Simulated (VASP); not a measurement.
Given:

```yaml
crystal:
  lattice:
    - [-0.00087, 5.89116, 5.88684]
    - [5.89116, -0.00087, 5.88684]
    - [2.94515, 2.94515, 0.00000]
  atoms:
    - { symbol: Cd, position: [0.99335, 0.99335, 0.01329] }
    - { symbol: Cd, position: [0.99625, 0.51001, 0.99374] }
    - { symbol: Cd, position: [0.51001, 0.99625, 0.99374] }
    - { symbol: Cd, position: [0.50036, 0.50036, 0.99929] }
    - { symbol: Se, position: [0.12583, 0.12583, 0.24834] }
    - { symbol: S, position: [0.12640, 0.62346, 0.25013] }
    - { symbol: S, position: [0.62346, 0.12640, 0.25013] }
    - { symbol: S, position: [0.62434, 0.62434, 0.25133] }
```

Calculation: PBEsol GGA, VASP's PBE PAW potentials (set 64) (plane waves; VASP). Numerical set-up: 400 eV cut-off, Gaussian smearing of 0.050 eV, potentials Cd Se S.

Q: Predict the band gap (along the path) with the smallest direct gap where there is one.

A: 
band gap (along the path): 0.77 eV
smallest direct gap (along the path): 0.77 eV

The absolute energy has meaning only against runs of the same code, potentials and settings.

The structure was generated: Cd4S3Se was put into an ordered model structure (Amm2), which need not be its known phase. It was relaxed first.
